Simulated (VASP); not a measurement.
Input:

```yaml
crystal:
  lattice:
    - [2.77440, 0.00000, 0.00000]
    - [0.00000, 2.77440, 0.00000]
    - [0.00000, 0.00000, 3.78420]
  atoms:
    - { symbol: Fe, position: [0.00000, 0.00000, 0.00000], spin: 3.0 }
    - { symbol: Pt, position: [0.50000, 0.50000, 0.50000] }
```

All values below come from PBE GGA, VASP's PBE PAW potentials (set 64) (plane waves; VASP). Settings: LASPH = .FALSE., 400 eV cut-off, 12×12×9 Γ-centred mesh, first-order Methfessel-Paxton smearing of 0.10 eV, potentials Fe Pt.

Problem. Give the stress tensor in GPa (positive for a compressed cell).

Solution. 
```
-7.87   0.00   0.00
 0.00  -7.87   0.00
 0.00   0.00  -6.91
```
The pressure is its mean diagonal, -7.55 GPa.

The compound is FePt in the L1_0 structure. The cell was not relaxed at this level. The run is one of a series of settings (LASPH = .FALSE. against the base run), some of them coarse on purpose.
